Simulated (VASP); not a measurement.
Data:

```xyz
2
Lattice="0.0000 2.7156 2.7156 2.7156 0.0000 2.7156 2.7156 2.7156 0.0000" Properties=species:S:1:pos:R:3 pbc="T T T"
Pb     0.0000     0.0000     0.0000
S      2.7156     2.7156     2.7156
```

These are PBE GGA, VASP's PBE PAW potentials (set 64) (plane waves; VASP) values and carry that method's errors. Numerical set-up: 500 eV cut-off, 8×8×8 Γ-centred mesh, Gaussian smearing of 0.050 eV, potentials Pb_d S.

Problem. Estimate the energy per atom (σ→0), pressure.

Solution. 
```
Item                           Result
---------------------  --------------
energy per atom (σ→0)  -3.874 eV/atom
pressure                   299.4 kbar
```

Total energies compare only between runs with the same potentials, cut-off and functional.

The compound is PbS in the rock salt structure. It was relaxed first under an external pressure of 30 GPa.
